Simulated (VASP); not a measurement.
Crystal: GaN.

```
CELL_PARAMETERS angstrom
3.21773 0.00000 0.00000
-1.60886 2.78663 0.00000
0.00000 0.00000 5.24405
ATOMIC_POSITIONS crystal
Ga 0.33333 0.66667 0.99919
Ga 0.66667 0.33333 0.49919
N 0.33333 0.66667 0.37581
N 0.66667 0.33333 0.87581
```

Base run:

```yaml
Program: VASP 6.6.1
Functional: r2SCAN
Potentials_or_basis: VASP PAW PBE potentials, release 64 (Ga_d, N)
Cutoff: 520 eV
k_mesh: 12 × 12 × 5
Occupations: gaussian, width 0.03 eV
Spin: no spin polarisation
```

Its results: band gap on the k mesh 2.11 eV, direct.

Problem. The run is repeated on the same cell with these changes: functional from r2SCAN to TB-mBJ. What comes out?

Solution. Band gap on the k mesh 2.91 eV, direct.
